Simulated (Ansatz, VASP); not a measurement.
# Cross-check of SbH2 between VASP and Ansatz

Wanted: the spread between two codes on one cell, functional and k mesh. The two relaxations start from unlike cells of this crystal (the structure described is Ansatz's start), so only their ends are compared.

Method: plane waves, with VASP 6.6.1 beside it; relaxation of cell and atoms at PBEsol, in Ansatz 0.2.0.

## (1) The structure

It takes space group Fm-3m (No. 225, cubic). The conventional cell has a = 4.997 Å, b = 4.997 Å, c = 4.997 Å, α = 90.00°, β = 90.00°, γ = 90.00°. Nearest to Sb lie 8 H at 2.16 Å. Nearest to H lie 4 Sb at 2.16 Å. Farther neighbours are not listed.

Structure file:

```xyz
3
Lattice="0.0000 2.4985 2.4985 2.4985 0.0000 2.4985 2.4985 2.4985 0.0000" Properties=species:S:1:pos:R:3 pbc="T T T"
Sb    0.0000    0.0000    0.0000
H     3.7477    3.7477    3.7477
H     1.2492    1.2492    1.2492
```

## (2) VASP: relaxation of cell and atoms, PBEsol

The relaxed volume is the usual yardstick between codes: in a stiff, nearly cubic crystal its relative difference is about their pressure difference at one cell divided by the bulk modulus.

Lines of VASP's logs that name or quote its potential files are left out, and so is its time.

INCAR reads:

```
SYSTEM = SbH2
PREC = Accurate
ENCUT = 500
EDIFF = 1E-07
NELM = 120
ISMEAR = -1
SIGMA = 0.05
LREAL = .FALSE.
ALGO = Normal
GGA = PS
NBANDS = 9
LORBIT = 11
LWAVE = .FALSE.
LCHARG = .FALSE.
ISIF = 3
IBRION = 2
NSW = 80
EDIFFG = -0.005
LASPH = .TRUE.
GGA_COMPAT = .FALSE.
NELMIN = 4
```

POSCAR reads:

```
SbH2
1.0
    0.0000000000      2.6004560513      2.6004560513
    2.6004560513      0.0000000000      2.6004560513
    2.6004560513      2.6004560513      0.0000000000
Sb H
1 2
Direct
    0.0000000000      0.0000000000      0.0000000000
    0.7500000000      0.7500000000      0.7500000000
    0.2500000000      0.2500000000      0.2500000000
```

KPOINTS reads:

```
Automatic mesh
0
Gamma
9 9 9
0 0 0
```

Potentials, in the order of the species: Sb and H (PBE family, release 64).

Started as:

```sh
mpirun -np 1 vasp_std
```

Numbers of over 12 decimals in the logs are rounded to 6 here.

Output:

```text
[banner, memory and clock lines left out]
running    1 mpi-ranks, on    1 nodes
 distrk:  each k-point on    1 cores,    1 groups
 distr:  one band on    1 cores,    1 groups

 POSCAR found type information on POSCAR SbH
 POSCAR found :  2 types and       3 ions
|                                                                             |
|               ----> ADVICE to this user running VASP <----                  |
|                                                                             |
|     You enforced a specific xc type in the INCAR file but a different       |
|     [... a line on the potential file left out ...]
|     I HOPE YOU KNOW WHAT YOU ARE DOING!                                     |
|                                                                             |

 LDA part: xc-table for (Slater+PW92), standard interpolation
 POSCAR, INCAR and KPOINTS ok, starting setup
 FFT: planning ... GRIDC
 FFT: planning ... GRID_SOFT
 FFT: planning ... GRID
 WAVECAR not read
 entering main loop
       N       E                     dE             d eps       ncg     rms          rms(c)
DAV:   1     0.701476846216E+01    0.70148E+01   -0.23779E+03   630   0.523E+02
DAV:   2    -0.910522890209E+01   -0.16120E+02   -0.15561E+02   879   0.806E+01
DAV:   3    -0.952871827246E+01   -0.42349E+00   -0.42248E+00   777   0.138E+01
DAV:   4    -0.953048800073E+01   -0.17697E-02   -0.17696E-02   827   0.945E-01
DAV:   5    -0.953049518222E+01   -0.71815E-05   -0.71818E-05   788   0.566E-02    0.326E+00
DAV:   6    -0.932367225094E+01    0.20682E+00   -0.29117E-01   681   0.236E+00    0.171E+00
DAV:   7    -0.927939544779E+01    0.44277E-01   -0.24076E-01   708   0.235E+00    0.284E-01
DAV:   8    -0.927957327752E+01   -0.17783E-03   -0.89342E-03   721   0.717E-01    0.123E-01
DAV:   9    -0.927962262150E+01   -0.49344E-04   -0.76843E-04   805   0.146E-01    0.564E-02
DAV:  10    -0.927959053768E+01    0.32084E-04   -0.16756E-04   746   0.643E-02    0.915E-03
DAV:  11    -0.927959141780E+01   -0.88012E-06   -0.10221E-05   736   0.216E-02    0.704E-03
DAV:  12    -0.927959101186E+01    0.40594E-06   -0.22749E-06   701   0.666E-03    0.152E-03
DAV:  13    -0.927959117568E+01   -0.16382E-06   -0.11990E-07   529   0.250E-03    0.652E-04
DAV:  14    -0.927959115676E+01    0.18914E-07   -0.55886E-09   339   0.588E-04
   1 F= -.92795912E+01 E0= -.92747956E+01  d E =-.927959E+01
 curvature:   0.00 expect dE= 0.000E+00 dE for cont linesearch  0.000E+00
 trial: gam= 0.00000 g(F)=  0.964E-51 g(S)=  0.227E-04 ort = 0.000E+00 (trialstep = 0.100E+01)
 search vector abs. value=  0.227E-04
 bond charge predicted
       N       E                     dE             d eps       ncg     rms          rms(c)
DAV:   1    -0.927961228579E+01   -0.21110E-04   -0.23276E-04   676   0.806E-02    0.114E-02
DAV:   2    -0.927960717377E+01    0.51120E-05   -0.76246E-06   643   0.183E-02    0.706E-03
DAV:   3    -0.927960468891E+01    0.24849E-05   -0.64952E-06   658   0.123E-02    0.166E-03
DAV:   4    -0.927960458507E+01    0.10384E-06   -0.31595E-07   672   0.404E-03    0.115E-03
DAV:   5    -0.927960455725E+01    0.27823E-07   -0.24545E-08   326   0.920E-04
   2 F= -.92796046E+01 E0= -.92748026E+01  d E =-.134005E-04
 trial-energy change:   -0.000013  1 .order   -0.000014   -0.000023   -0.000005
 step:   1.3780(harm=  1.2915)  dis= 0.00000  next Energy=    -9.279605 (dE=-0.143E-04)
 reached required accuracy - stopping structural energy minimisation
```

Parts of OUTCAR (step 2):

```text
ion  position               nearest neighbor table
   1  0.000  0.000  0.000-   2 2.25   2 2.25   2 2.25   2 2.25   3 2.25   3 2.25   3 2.25   3 2.25

  LATTYP: Found a face centered cubic cell.
 ALAT       =     5.2009121026

 Subroutine GETGRP returns: Found 48 space group operations
 (whereof 48 operations were pure point group operations)

The static configuration has the point symmetry O_h .

 Found     35 irreducible k-points:

   k-points           NKPTS =     35   k-points in BZ     NKDIM =     35   number of bands    NBANDS=      9

   dimension x,y,z NGX =    28 NGY =   28 NGZ =   28
   dimension x,y,z NGXF=    56 NGYF=   56 NGZF=   56

   ENCUT  =  500.0 eV  36.75 Ry    6.06 a.u.   6.71  6.71  6.71*2*pi/ulx,y,z

   NELECT =       7.0000    total number of electrons

 k-points in reciprocal lattice and weights: Automatic mesh
   0.00000000  0.00000000  0.00000000       0.001
   0.11111111  0.00000000  0.00000000       0.011
   0.22222222  0.00000000  0.00000000       0.011
   0.33333333  0.00000000  0.00000000       0.011
   0.44444444  0.00000000  0.00000000       0.011
   0.11111111  0.11111111  0.00000000       0.008
   0.22222222  0.11111111  0.00000000       0.033
   0.33333333  0.11111111  0.00000000       0.033
   0.44444444  0.11111111  0.00000000       0.033
[...]
-0.33333333  0.44444444  0.11111111       0.033
  -0.33333333  0.44444444  0.22222222       0.033

 average (electrostatic) potential at core
       1 -86.3803       2 -29.9513       3 -29.9513

 E-fermi :   6.7042

 k-point     1 :       0.0000    0.0000    0.0000
  band No.  band energies     occupation
      1      -6.6887      2.00000
      2       5.6530      2.00000
      3       9.4345      0.00000
      4       9.4345      0.00000
      5       9.4345      0.00000
      6      10.6357      0.00000
      7      13.7861      0.00000
    ...

 k-point     2 :       0.1111    0.0000    0.0000
  band No.  band energies     occupation
      1      -6.4918      2.00000
      2       5.2752      2.00000
      3       7.6091      0.00000
      4       9.1902      0.00000
      5       9.1902      0.00000
      6      11.4008      0.00000
      7      14.1712      0.00000
    ...

 k-point     3 :       0.2222    0.0000    0.0000
  band No.  band energies     occupation
      1      -5.9082      2.00000
      2       3.5061      2.00000
      3       6.5246      1.94644
      4       8.7075      0.00000
      5       8.7075      0.00000
      6      11.3131      0.00000
      7      14.4989      0.00000
      8      14.4989      0.00000
    ...

  Total        0.0048914      0.0048914      0.0048914      0.0000000      0.0000000      0.0000000
  in kB        0.2225942      0.2225942      0.2225942      0.0000000      0.0000000      0.0000000
  external PRESSURE =       0.2225942 kB  Pullay stress =       0.0000000 kB

  energy-cutoff  :      500.00
  volume of cell :       35.21
      direct lattice vectors                 reciprocal lattice vectors
     0.000000000  2.601362322  2.601362322    -0.192206982  0.192206982  0.192206982
     2.601362322  0.000000000  2.601362322     0.192206982 -0.192206982  0.192206982
     2.601362322  2.601362322  0.000000000     0.192206982  0.192206982 -0.192206982

 POSITION                                       TOTAL-FORCE (eV/Angst)
 -----------------------------------------------------------------------------------
      5.20272      2.60136      2.60136        -0.000000     -0.000000     -0.000000
      3.90204      3.90204      3.90204         0.000000      0.000000      0.000000
      1.30068      1.30068      1.30068        -0.000000     -0.000000     -0.000000
 -----------------------------------------------------------------------------------
    total drift:                               -0.000000     -0.000000     -0.000000

  FREE ENERGIE OF THE ION-ELECTRON SYSTEM (eV)
  ---------------------------------------------------
  free  energy   TOTEN  =        -9.2796045572 eV

  energy  without entropy=       -9.2700007065  energy(sigma->0) =       -9.27480263

 reached required accuracy - stopping structural energy minimisation

 total charge
# of ion       s       p       d       tot
------------------------------------------
    1        1.277   0.982   0.058   2.318
    2        0.457   0.014   0.000   0.471
    3        0.457   0.014   0.000   0.471
--------------------------------------------------
tot          2.191   1.011   0.058   3.260

[... 3 further parts left out ...]
```

CONTCAR:

```
SbH2
   1.00000000000000
     0.0000000000000000    2.6013623222030366    2.6013623222030366
     2.6013623222030366    0.0000000000000000    2.6013623222030366
     2.6013623222030366    2.6013623222030366    0.0000000000000000
  Sb              H
     1     2
Direct
     0.0000000000000000    1.0000000000000000    1.0000000000000000
     0.7500000000000000    0.7500000000000000    0.7500000000000000
     0.2500000000000000    0.2500000000000000    0.2500000000000000
```

The run keeps the 48 symmetry operations of its start, so it cannot find a distortion of lower symmetry.

## (3) Ansatz: relaxation of cell and atoms, PBEsol

Ansatz runs on its PAW soft_1 files.

Its own start cell and the same functional, mesh and smearing now go to Ansatz, which takes its cutoff from its data sets.

input.yaml reads:

```yaml
crystal:
  lattice:
    - [0.0, 2.4985, 2.4985]
    - [2.4985, 0.0, 2.4985]
    - [2.4985, 2.4985, 0.0]
  atoms:
    - { symbol: Sb, position: [0.0, 0.0, 0.0] }
    - { symbol: H, position: [0.75, 0.75, 0.75] }
    - { symbol: H, position: [0.25, 0.25, 0.25] }
kpoints:
  mp_grid: { grid: [9, 9, 9] }
scf:
  occupations: { method: fermi_dirac, width: 0.05 }
hamiltonian:
  xc: pbesol
  pseudopotentials: { kind: paw, azcp: { folder: soft_1 }, xc_functional: pbe }
relax:
  f_tol: 0.015
  max_steps: 70
  cell: {}
output:
  forces: true
  stress: true
```

Started as:

```sh
ansatz run input.yaml --threads 4 --pin off --max-ram 8192MiB --backend cpu --events-out ev --progress --plain --runs-dir out
```

Output:

```text
Engine: ansatz 0.2.0, aarch64-unknown-linux-gnu
Pseudopotentials: kind: paw
Pseudopotential: Sb, paw, valence charge 15, recommended cutoff 420 eV (normal), soft_1/Sb.paw.azcp
Pseudopotential: H, paw, valence charge 1, recommended cutoff 420 eV (normal), soft_1/H.paw.azcp
Functional definition: PBEsol
  exchange = pbesol_x
  correlation = pbesol_c
Crystal: 3 atoms, lattice volume = 31.194 Å³
Basis set: ecut = 420 eV, 609 PW (Γ), exchange–correlation on 48×48×48 points (8 copies of the dense FFT grid, shifted against one another)
Bands: 13, of which v1, the nominal top of the filled ones, is band 9 counted from 1 (8 counted from 0)
Symmetry: 48 space group operations
Space group: Fm-3m (ITA 225), of the structure as read, at distance tolerance 3.1e-5 Å
k-points: 35 of 729
Non-local potential: Sb, projectors of the file, l = 0: 2, l = 1: 2, l = 2: 2, l = 3: 1
Non-local potential: H, projectors of the file, l = 0: 2, l = 1: 1
PAW form: soft (Blöchl's): semilocal exchange-correlation on the pseudo side does not see the compensation charge
PAW frozen core: Sb, regenerated for the run's functional, and the local potential with it (the file was generated under x = pbe(κ = 0.804, μ = 0.219515), c = pbe(β = 0.066725))
PAW one-centre angular grid: Sb, 590 points (default); XC on 64 Gauss nodes
PAW one-centre angular grid: H, 110 points (default); XC on 64 Gauss nodes
Initial density: superposition of atomic densities (chi_scale 0.1, normalization cell, long waves kept (reshape's long-wave potential 0.00 eV rms))
Initial wavefunctions: pseudopotential atomic-orbital guess
Functional: x = pbesol(κ = 0.804, μ = 0.123457), c = pbesol(β = 0.046)
SCF iter   1: F=—  HF=-6437.712135 eV  |F-HF|=—  |Δ(HF+E_count)|=         —  Δρ=4.52e-2  dr2=6.78e-1  ethr=3.10e-3  ⟨swp⟩=6.0  Hψ=2781  notcnv=0
preconditioner: auto → none  [insulator: Δε(μ)=0.121 eV  Ē_g=12.077 eV  σ=0.050 eV  W_gap=0.54  n_scr=8 (ndim 8)  ℏωp=17.6 eV  f_vac=0.000  D(μ)=0.89/eV (n_scr^D=8)  ε∞_Penn≈3.1]
SCF iter   2: F=—  HF=-6437.464339 eV  |F-HF|=—  |Δ(HF+E_count)|=   2.48e-1  Δρ=9.30e-3  dr2=3.10e-2  ethr=3.10e-3  ⟨swp⟩=2.3  Hψ=926  notcnv=0  defer=14
SCF iter   3: F=—  HF=-6437.454696 eV  |F-HF|=—  |Δ(HF+E_count)|=   9.64e-3  Δρ=1.85e-3  dr2=7.34e-4  ethr=1.82e-4  ⟨swp⟩=2.1  Hψ=662  notcnv=0  defer=14
SCF iter   4: F=—  HF=-6437.454823 eV  |F-HF|=—  |Δ(HF+E_count)|=   1.27e-4  Δρ=5.01e-4  dr2=3.85e-5  ethr=4.32e-6  ⟨swp⟩=1.6  Hψ=473  notcnv=0  defer=14
SCF iter   5: F=—  HF=-6437.454840 eV  |F-HF|=—  |Δ(HF+E_count)|=   1.77e-5  Δρ=2.88e-5  dr2=1.15e-7  ethr=2.26e-7  ⟨swp⟩=1.4  Hψ=458  notcnv=0  defer=14
SCF iter   6: F=-6437.454840 eV  HF=-6437.454840 eV  |F-HF|=7.66e-9  |Δ(HF+E_count)|=   2.92e-8  Δρ=4.99e-6  dr2=7.12e-9  ethr=5.88e-10  ⟨swp⟩=4.9  Hψ=1519  notcnv=0
SCF 1 converged in 6 iterations: F = -6437.454840 eV  dr2 = 7.12e-9
  greatest PAW one-centre occupation: 0.996 electrons in one spin orbital (limit 2), on the Sb atom at site 0 (counted from 0), in its partial waves of l = 2
relax step   1: F+E_penalty+E_count = -6437.45484038 eV  Δ(F+E_penalty+E_count) = +0.000e0 eV  max|allowed force component| = 3.036e-18 eV/Å  Δτ_max = 0.0000 Å  P = +10.825 GPa  Ω = 31.194 Å³  (6 SCF iters, dr2 threshold 1.00e-7 eV, accepted)
[...]
relax step   3: F+E_penalty+E_count = -6437.57786636 eV  Δ(F+E_penalty+E_count) = -3.465e-3 eV  max|allowed force component| = 6.553e-18 eV/Å  Δτ_max = 0.0000 Å  P = -0.206 GPa  Ω = 35.361 Å³  energy of the carried Pulay correction = -2.352e-3 eV  (5 SCF iters, dr2 threshold 3.00e-7 eV, accepted)
[...]
relax step   4: F+E_penalty+E_count = -6437.57798733 eV  Δ(F+E_penalty+E_count) = -1.210e-4 eV  max|allowed force component| = 6.312e-18 eV/Å  Δτ_max = 0.0000 Å  P = +0.006 GPa  Ω = 35.256 Å³  energy of the carried Pulay correction = -2.296e-3 eV  (4 SCF iters, dr2 threshold 1.06e-7 eV, accepted)
[...]
relax step   5: F+E_penalty+E_count = -6437.58097137 eV  Δ(F+E_penalty+E_count) = -2.984e-3 eV  max|allowed force component| = 5.975e-18 eV/Å  Δτ_max = 0.0000 Å  P = +0.057 GPa  Ω = 35.256 Å³  stress off target by 5.75e-2 GPa  SCF on the basis re-selected at this cell (its energy is not comparable with the rows above)  (6 SCF iters)
[...]
relax step   6: F+E_penalty+E_count = -6437.58096126 eV  Δ(F+E_penalty+E_count) = +1.011e-5 eV  max|allowed force component| = 6.264e-18 eV/Å  Δτ_max = 0.0000 Å  P = +0.001 GPa  Ω = 35.284 Å³  energy of the carried Pulay correction = -1.520e-5 eV  (4 SCF iters, dr2 threshold 8.25e-9 eV, accepted)
[...]
relax step   7: F+E_penalty+E_count = -6437.58099444 eV  Δ(F+E_penalty+E_count) = -3.318e-5 eV  max|allowed force component| = 4.674e-18 eV/Å  Δτ_max = 0.0000 Å  P = +0.002 GPa  Ω = 35.284 Å³  stress off target by 1.58e-3 GPa  SCF on the basis re-selected at this cell (its energy is not comparable with the rows above)  (4 SCF iters)
basis re-selected at this cell: Δ(F+E_penalty+E_count) = -3.318e-5 eV, ΔP = +0.000 GPa vs the last step (what re-selecting the basis moved, of the pressure what is left beyond the Pulay correction that the steps carried, after the strain that the cell walked since its last selection, with what the two solves' SCF thresholds leave and, on support functions, any second-order correction that the steps lacked; it is no m [...]
SCF converged after 4 iterations
Free energy (F): -6437.580994 eV
Harris-Foulkes:  -6437.580994 eV  (|F-HF|=3.64e-12)
Internal energy: -6437.571349 eV  (E = F + TS)
E sigma→0 (E₀):  -6437.576172 eV
Entropy (-TS):   -0.009646 eV (-3.215 meV/atom)
Fermi energy:    9.416537 eV
--- Per-component energies (eV) ---
  E_band       = -173.930217
  E_kinetic    = 187.656451
  E_local      = -1566.587963  (includes V_loc(G=0)·N_el)
  E_nonlocal   = 391.002644
  E_hartree    = 641.053049
  E_xc         = -116.156178
  E_vxc        = -114.084794  (∫ρ·V_xc dr)
  E_paw        = -4466.097123  (= ΣΔE_a)
  E_vpaw       = -354.021382  (= ΣTr[D̂ρ^β])
  E_aug_tail   = -0.001376  (compensation charges beyond the density's cutoff)
  E_ewald      = -1508.772707
  E_core_change = 0.331855  (= ΣΔE_core)
  E_smearing   = -0.009646  (= −TS)
  E_closure    = 0.000000  (closes the sum)
  Σ components = -6437.580994   (vs F -6437.580994, Δ=0.00e0)
--- Forces (eV/Å), atoms counted from 1 ---
  atom   1  Sb     0.00000000     0.00000000     0.00000000
  atom   2  H      0.00000000     0.00000000     0.00000000
  atom   3  H     -0.00000000    -0.00000000    -0.00000000
  max |Σ_I F_I| component: 3.47e-18 eV/Å
--- Stress (GPa, compression-positive) ---
        0.001584       0.000000       0.000000
        0.000000       0.001584       0.000000
        0.000000       0.000000       0.001584
  P = ⅓ Tr σ = 0.0016 GPa (0.016 kbar)
--- Relaxed structure (5 steps of the walk, 5 accepted, 2 SCFs on fresh bases) ---
  F+E_penalty+E_count = -6437.58099444 eV   max|allowed force component| = 4.674e-18 eV/Å   (the final SCF, on the basis selected at the relaxed cell)
  cell:  # Å, volume = 35.2841 Å³
    - [0, 2.603253, 2.603253]
    - [2.603253, 0, 2.603253]
    - [2.603253, 2.603253, 0]
  atoms:
    - { symbol: Sb, position: [0, 0, 0] }
    - { symbol: H, position: [0.750000, 0.750000, 0.750000] }
    - { symbol: H, position: [0.25, 0.25, 0.25] }
```

The column dr2 measures how far the density is from self-consistency, as an energy; F and HF (Harris–Foulkes) agree once it is small.

## (4) Side by side

Known differences besides the potentials themselves: the data sets hold 17 valence electrons in Ansatz (on its PAW soft_1 files) and 7 in VASP; the cutoff is 420 eV in Ansatz and 500 eV in VASP; Ansatz makes its cores anew for this functional, VASP keeps those of its PBE data sets; Ansatz adds a Pulay correction to the stress that steers its cell, VASP none. Total energies have different zeros and are not compared.

Compared:

```
                                         quantity  Ansatz   VASP  difference
                                      volume (Å³)   35.28  35.21     +0.22 %
edge a after relaxation, in the typed setting (Å)   3.682  3.679     +0.07 %
```

## (5) Outcome

* difference in volume (relaxation of cell and atoms, PBEsol): 0.22 %

**Reading.** The difference in volume is 0.22 % (relaxation of cell and atoms, PBEsol), within the 1.2 % picked in this series as the mark of a large difference, as far as the stopping tolerances let one tell. The data sets hold unlike numbers of valence electrons (17 in Ansatz and 7 in VASP), so part of the differences comes from the potentials. How closely two codes agree says nothing of how well the functional describes the real material.

[Lines on the potential files, build, host, timing and source positions are cut from VASP's logs without a mark.]

[Logs are printed without paths, hosts, clocks, repeated set-up lines and the standing remarks that a program may print on its own settings, such as how far it seeks lower states.]

[Hosts, paths, dates, database ids (printed as entryN), source tags and the programs' standing remarks are cut or masked in the printed files.]
